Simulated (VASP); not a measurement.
Calculation: r2SCAN meta-GGA, VASP's PBE PAW potentials (set 64) (plane waves; VASP).

VASP ran on this input.

**INCAR**
```
! general
SYSTEM =Sb
PREC   =Accurate
ENCUT  =480   ! plane-wave cut-off (eV)
LREAL  =.False.   ! projection in real space or not
LASPH  =.True.   ! aspherical one-centre terms

! electronic loop
EDIFF  =1E-7   ! SCF stop (eV)
NELM   =100
ALGO   =Normal
LMAXMIX=4
LMIXTAU=.True.

! smearing
ISMEAR =0   ! Gaussian
SIGMA  =0.05

! functional
METAGGA=R2SCAN

! ions
ISIF   =2

! output
LWAVE  =.False.
LCHARG =.False.
```

### KPOINTS
```
Automatic mesh
0
Gamma
8 8 8
0 0 0
```

File POSCAR:
```
Sb
4.0362720
  0.9999999615  -0.5393738865   0.0031525738
  0.9999999615   0.5393738865   0.0031525738
  0.7062797164   0.0000000000   0.8900016321
Sb
2
Cart
  0.6334776250   0.0000000000   0.2077533697
  2.0789958486   0.0000000000   0.6885534099
```

POTCAR, in this order: Sb (PBE.64 set). Program: vasp_std.

Q: What will the output report for the number of irreducible k-points (NKPTS), number of bands (NBANDS), largest plane-wave count, number of space-group operations, FFT grid (NGX, NGY, NGZ)?

A: 
```
Property                                      Result
--------------------------------------  ------------
number of irreducible k-points (NKPTS)           150
number of bands (NBANDS)                           9
largest plane-wave count                        1526
number of space-group operations                   4
FFT grid (NGX, NGY, NGZ)                36 × 36 × 36
```

The compound is Sb in the a7 structure. This cell was strained or had an atom moved on purpose.
